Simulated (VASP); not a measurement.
## EuBe4: single point with PBE

The system is EuBe4.

```
CELL_PARAMETERS angstrom
4.09283 0.00000 0.00000
0.00000 4.09283 0.00000
0.00000 0.00000 4.09283
ATOMIC_POSITIONS crystal
Eu 0.00000 0.00000 0.00000
Be 0.00000 0.50000 0.50000
Be 0.50000 0.00000 0.50000
Be 0.50000 0.50000 0.00000
Be 0.50000 0.50000 0.50000
```

The cell was built by a generator and needn't be a form met in nature.

The cell isn't the ideal one: random cell by space group and Wyckoff sites (Pm-3m, No. 221).

```json
{
 "Program": "VASP 6.6.1",
 "Task": "single point",
 "Functional": "PBE",
 "Potentials or basis": "VASP PAW PBE potentials, release 64 (Eu, Be)",
 "Cutoff": "520 eV",
 "k mesh": "10 × 10 × 10",
 "Occupations": "gaussian, width 0.1 eV",
 "Spin": "collinear spin, typed start",
 "Starting moments": "[7.23, 0.0, 0.0, 0.0, 0.0] μB"
}
```

- Pressure: 0.0 GPa
- Band gap on the k mesh: none (metal or under the smearing width)
- Net moment: 7.17 μB per cell
- Site moments: Eu +6.48; Be +0.04, -0.06 μB
- Valence electrons inside the program's atomic spheres: Eu 14.78; Be 0.96, 1.26

Levels at points of the mesh, in eV from the Fermi level:
Spin up:
| k point | band 14 | band 15 | band 16 | band 17 | band 18 | band 19 |
| --- | --- | --- | --- | --- | --- | --- |
| (0.00, 0.00, 0.00) | -0.23 | -0.05 | -0.05 | -0.05 | 3.62 | 3.62 |
| (0.50, 0.00, 0.00) | -0.26 | -0.21 | -0.21 | 2.84 | 2.92 | 2.92 |
| (0.50, 0.50, 0.00) | -0.24 | -0.19 | 0.27 | 0.27 | 0.28 | 2.25 |
| (0.50, 0.50, 0.50) | -0.27 | -0.14 | -0.12 | -0.12 | -0.12 | 5.24 |
Spin down:
| k point | band 7 | band 8 | band 9 | band 10 | band 11 | band 12 |
| --- | --- | --- | --- | --- | --- | --- |
| (0.00, 0.00, 0.00) | -1.80 | -1.80 | -0.60 | -0.60 | 3.54 | 3.54 |
| (0.50, 0.00, 0.00) | -1.91 | -1.91 | 0.02 | 2.16 | 2.62 | 2.62 |
| (0.50, 0.50, 0.00) | -3.23 | -2.31 | -0.53 | 0.84 | 0.84 | 2.60 |
| (0.50, 0.50, 0.50) | -3.50 | -3.50 | -0.06 | -0.06 | -0.06 | 4.36 |

Run time: 5.5 min on 1 thread of Intel(R) Xeon(R) Platinum 8488C (Sapphire Rapids), on a shared host, peak memory 0.31 GiB.

Caveat: spin-orbit coupling is left out, which moves the levels of the heavy elements; without U or exact exchange the open f shell lies at the Fermi level, which spoils levels, moments and volumes. The state reached can hang on the start; a lower one may exist.
